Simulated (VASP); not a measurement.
Computed with PBE GGA, VASP's PBE PAW potentials (set 64) (plane waves; VASP).

A VASP calculation is set up with these files.

**INCAR**
```
ALGO=Normal
EDIFF=1E-6
ENCUT=520
GGA=PE
ISIF=2
ISMEAR=0
LASPH=.TRUE.
LCHARG=.FALSE.
LREAL=.FALSE.
LWAVE=.FALSE.
NELM=100
PREC=Accurate
SIGMA=0.05
SYSTEM=CaF2
```

File POSCAR:
```
CaF2
1
    0.0000000000     2.7846000000     2.7846000000
    2.7846000000     0.0000000000     2.7846000000
    2.7846000000     2.7846000000     0.0000000000
Ca F
1 2
Direct
  0.0000000000   0.0000000000   0.0000000000
  0.2500000000   0.2500000000   0.2500000000
  0.7500000000   0.7500000000   0.7500000000
```

File KPOINTS:
```
Automatic mesh
0
Gamma
6 6 6
0 0 0
```

POTCAR, in this order: Ca_sv F (PBE.64 set). Program: vasp_std.

Task: Predict the energy per atom (σ→0), pressure, band gap (on the k-mesh).

Result: 
energy per atom (σ→0): -5.778 eV/atom
band gap (on the k-mesh): 6.94 eV
pressure: -20.8 kbar

OSZICAR:
```
...
DAV:   7    -0.173103118931E+02   -0.56016E-02   -0.19943E-01   664   0.397E+00    0.169E+00
DAV:   8    -0.173292802247E+02   -0.18968E-01   -0.34710E-02   664   0.230E+00    0.199E-01
DAV:   9    -0.173339761138E+02   -0.46959E-02   -0.87872E-03   664   0.728E-01    0.141E-01
DAV:  10    -0.173349084903E+02   -0.93238E-03   -0.15249E-03   592   0.303E-01    0.284E-02
DAV:  11    -0.173349203938E+02   -0.11904E-04   -0.96117E-05   728   0.821E-02    0.157E-02
DAV:  12    -0.173349281473E+02   -0.77535E-05   -0.21308E-05   632   0.442E-02    0.352E-03
DAV:  13    -0.173349285392E+02   -0.39194E-06   -0.52047E-06   704   0.180E-02
   1 F= -.17334929E+02 E0= -.17334929E+02  d E =-.114690E-11
```

The compound is CaF2 in the fluorite structure. The cell was not relaxed at this level.
